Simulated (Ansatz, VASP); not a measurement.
SrHf2O5 in VASP and in Ansatz

File INCAR:

```
SYSTEM = SrHf2O5
PREC = Accurate ; ENCUT = 520
EDIFF = 1E-6 ; ISMEAR = 0
SIGMA = 0.1 ; LREAL = .False.
LASPH = .True. ; NELM = 100
ALGO = Normal ; ISIF = 2
LWAVE = .False. ; LCHARG = .False.
GGA = PE ; NBANDS = 40
```

KPOINTS

```
Automatic mesh
0
Gamma
  4 4 4
  0 0 0
```

The input POSCAR:

```
SrHf2O5
1.0
    0.0000000000      0.0000000000      4.0978417072
   -4.1029313819      0.0000000000      0.0000000000
    2.0514656909     -6.6920860329      0.0000000000
Sr Hf O
1 2 5
Direct
    0.0000000000      1.0000000000      1.0000000000
    0.5000000000      0.6549570349      0.3099140699
    0.5000000000      0.3450429651      0.6900859301
    0.0000000000      0.6324479400      0.2648958800
    0.5000000000      0.1798919571      0.3597839142
    0.5000000000      0.8201080429      0.6402160858
    0.0000000000      0.3675520600      0.7351041200
    0.5000000000      0.5000000000      1.0000000000
```

Input for Ansatz:

```yaml
crystal:
  lattice:
    - [0.0, 0.0, 4.0978417072]
    - [-4.1029313819, 0.0, 0.0]
    - [2.0514656909, -6.6920860329, 0.0]
  atoms:
    - { symbol: Sr, position: [0.0, 1.0, 1.0] }
    - { symbol: Hf, position: [0.5, 0.6549570349, 0.3099140699] }
    - { symbol: Hf, position: [0.5, 0.3450429651, 0.6900859301] }
    - { symbol: O, position: [0.0, 0.63244794, 0.26489588] }
    - { symbol: O, position: [0.5, 0.1798919571, 0.3597839142] }
    - { symbol: O, position: [0.5, 0.8201080429, 0.6402160858] }
    - { symbol: O, position: [0.0, 0.36755206, 0.73510412] }
    - { symbol: O, position: [0.5, 0.5, 1.0] }
basis:
  ecutwfc: 420
kpoints:
  mp_grid: { grid: [4, 4, 4] }
hamiltonian:
  xc: pbe
scf:
  occupations: { method: gaussian, width: 0.1 }
  lower_state_search: "off"
output:
  forces: true
  stress: true
  eigenvalues: true
```

Alike in both runs: task single point; functional PBE; k mesh 4 × 4 × 4; occupations gaussian, width 0.1 eV; no spin polarisation.

```csv
,VASP,Ansatz
version,VASP 6.6.1,Ansatz 0.2.0
potentials or method,"VASP PAW PBE potentials, release 64 (Sr_sv, Hf_pv, O)","scalar-relativistic, plane waves, PAW"
plane-wave cutoff (eV),520,420
valence electrons in the cell,60,92
```

|  | VASP | Ansatz | Ansatz less VASP |
| --- | --- | --- | --- |
| gap on the k mesh at the Fermi level (eV) | 3.32 | 3.37 | +0.053 |
| least direct gap on the mesh (eV) | 3.58 | 3.57 | -0.007 |
| pressure (GPa) | -1.7 | 0.0 | +1.71 |
| largest component of the traceless stress (GPa) | 0.10 | 0.03 | -0.070 |
| rms of the force components (eV/Å) | 0.026 | 0.004 | -0.0221 |

Atom by atom the forces differ by 0.028 eV/Å (rms over components). The two sets of potentials don't hold the same shells in valence.

Caveats: spin-orbit coupling is left out, which moves the levels of the heavy elements. A k mesh can miss the band edges.
